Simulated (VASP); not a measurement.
Here is the system:

```
CELL_PARAMETERS angstrom
      0.00000     2.35328     2.35328
      2.35328     0.00000     2.35328
      2.35328     2.35328     0.00000
ATOMIC_POSITIONS crystal
  Zr 0.00000 0.00000 0.00000
  C  0.50000 0.50000 0.50000
```

Calculation: SCAN meta-GGA, VASP's PBE PAW potentials (set 64) (plane waves; VASP). Settings: 520 eV cut-off, 13×13×13 Γ-centred mesh, first-order Methfessel-Paxton smearing of 0.10 eV, potentials Zr_sv C.

Give the energy at these volumes per atom, relative to the lowest: 12.25, 12.64, 13.03, 13.42, 13.81 Å³.

37.6, 9.0, 0.0, 8.1, 30.8 meV/atom. A third-order Birch-Murnaghan fit gives B0 = 232 GPa and B0′ = 3.8.

Measured: a 4.696 Å (computed value off by +0.2 %), as given by Guo-Xu Zhang et al., New Journal of Physics (2018), doi:10.1088/1367-2630/aac7f0. The calculation is for a static lattice, while the measured a holds thermal and zero-point effects, which are part of the difference.

The compound is ZrC in the rock salt structure. It was relaxed first.
